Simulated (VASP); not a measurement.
Computed with PBEsol GGA, VASP's PBE PAW potentials (set 64) (plane waves; VASP).

The input files of a VASP run:

POSCAR:
```
Au3Rh
1
   -0.0000000000     1.9951111444     1.9951111444
    1.9951111444    -0.0000000000     1.9951111444
    8.0496205628     8.0496205628    -0.0691759853
Rh Au
1 3
Direct
  0.0000000000   0.0000000000   0.0000000000
  0.0111196616   0.0111196616   0.2416602538
  0.0000000000   0.0000000000   0.5000000000
  0.9888803384   0.9888803384   0.7583397462
```

INCAR:
```
LCHARG = .FALSE.
LREAL = .FALSE.   # projection in real space or not
SIGMA = 0.05
LWAVE = .FALSE.
SYSTEM = Au3Rh
LMAXMIX = 6
PREC = Accurate
NELM = 100   # most electronic steps
GGA = PS   # PBEsol
ISMEAR = 0
ALGO = Normal   # blocked Davidson
LORBIT = 11
ICHARG = 11
EDIFF = 1E-7   # SCF stop (eV)
ENCUT = 400   # plane-wave cut-off (eV)
LASPH = .TRUE.
```

File KPOINTS:
```
k-points along high-symmetry lines
12
Line-mode
Reciprocal
  0.000000   0.000000   0.000000 ! GAMMA
  0.000000   0.000000  -0.500000 ! T

  0.000000   0.000000  -0.500000 ! T
 -0.328125   0.328125  -0.500000 ! H_2

 -0.343750   0.328125  -0.187500 ! H_0
  0.000000   0.500000   0.500000 ! L

  0.000000   0.500000   0.500000 ! L
  0.000000   0.000000   0.000000 ! GAMMA

  0.000000   0.000000   0.000000 ! GAMMA
 -0.335937   0.335937   0.000000 ! S_0

 -0.335937   0.328125  -0.343750 ! S_2
 -0.500000   0.000000  -1.000000 ! F

 -0.500000   0.000000  -1.000000 ! F
  0.000000   0.000000   0.000000 ! GAMMA
```

POTCAR, in this order: Rh_pv Au (PBE.64 set). Program: vasp_std. Read from the step before: CHGCAR.

The resulting files:

**OSZICAR**
```
       N       E                     dE             d eps       ncg     rms          rms(c)
DAV:   1     0.321061166758E+03    0.32106E+03   -0.23504E+04  5280   0.141E+03
DAV:   2    -0.149146515505E+02   -0.33598E+03   -0.32009E+03  5100   0.376E+02
DAV:   3    -0.233129847281E+02   -0.83983E+01   -0.82188E+01  5112   0.617E+01
DAV:   4    -0.234064874478E+02   -0.93503E-01   -0.93301E-01  5028   0.634E+00
DAV:   5    -0.234081729558E+02   -0.16855E-02   -0.16853E-02  5108   0.862E-01
DAV:   6    -0.234082175939E+02   -0.44638E-04   -0.44636E-04  5240   0.131E-01
DAV:   7    -0.234082187950E+02   -0.12011E-05   -0.12010E-05  5120   0.218E-02
DAV:   8    -0.234082188368E+02   -0.41798E-07   -0.42342E-07  4416   0.373E-03
   1 F= -.23408219E+02 E0= -.23400374E+02  d E =-.156895E-01
```

OUTCAR:
```
 val. band max:        9.6657561748   @ k =  -0.3359   0.3359   0.0000

 cond. band min:       9.6686172947   @ k =   0.0000   0.1818   0.1818



 k-point     1 :       0.0000    0.0000    0.0000
  band No.  band energies     occupation
      1     -36.0170      2.00000
      2     -36.0031      2.00000
      3     -36.0031      2.00000
      4      -0.0137      2.00000
      5       1.4781      2.00000
      6       1.9156      2.00000
      7       3.6643      2.00000
      8       4.8583      2.00000
      9       4.9364      2.00000
     10       5.0964      2.00000
     11       5.0964      2.00000
     12       5.1944      2.00000
     13       5.1944      2.00000
     14       5.3375      2.00000
     15       5.3375      2.00000
     16       6.4689      2.00000
     17       6.4689      2.00000
     18       6.8389      2.00000
     19       6.9335      2.00000
     20       6.9335      2.00000
     21       7.2058      2.00000
     22       7.2058      2.00000
     23       8.1715      2.00000
     24       8.1715      2.00000
     25       9.1623      2.00000
     26       9.7200      0.13988
     27       9.7200      0.13988
     28      14.0386      0.00000

 k-point     2 :       0.0000    0.0000   -0.0455
  band No.  band energies     occupation
      1     -36.0169      2.00000
      2     -36.0031      2.00000
      3     -36.0031      2.00000
      4      -0.0105      2.00000
      5       1.4650      2.00000
      6       1.9227      2.00000
      7       3.6621      2.00000
      8       4.8223      2.00000
      9       4.9883      2.00000
     10       5.0968      2.00000
     11       5.0968      2.00000
     12       5.1950      2.00000
     13       5.1950      2.00000
     14       5.3367      2.00000
     15       5.3367      2.00000
     16       6.4697      2.00000
     17       6.4697      2.00000
     18       6.8395      2.00000
     19       6.9241      2.00000
     20       6.9241      2.00000
     21       7.2156      2.00000
...
```

The density is held fixed in this step, so its total energy and stress have no physical meaning. Unless said otherwise, spin-orbit coupling is left out, though it shifts the bands of the heavy elements here.

The structure was generated: Au3Rh was put into an ordered model structure (R-3m), which need not be its known phase. It was relaxed first.
